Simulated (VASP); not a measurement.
Here is the system:

```
BP
1.0
    0.00000     2.14717     2.14717
    2.14717     0.00000     2.14717
    2.14717     2.14717     0.00000
B P
1 1
Direct
  0.00000   0.00000   0.00000
  0.50000   0.50000   0.50000
```

These are PBEsol GGA, VASP's PBE PAW potentials (set 64) (plane waves; VASP) values and carry that method's errors. Run with 620 eV cut-off, 15×15×15 Γ-centred mesh, first-order Methfessel-Paxton smearing of 0.10 eV, potentials B P.

Question: Predict the energy per atom (σ→0), band gap (on the k-mesh) with the smallest direct gap where there is one.

Answer: 
```json
{
  "band gap (on the k-mesh)": "none (metal, semimetal or under 0.01 eV)",
  "energy per atom (σ→0)": "-5851 meV/atom"
}
```

The structure was generated: BP was put into the rock salt type (Fm-3m), which need not be its known phase. It was relaxed first, which changed the volume by +13 %.
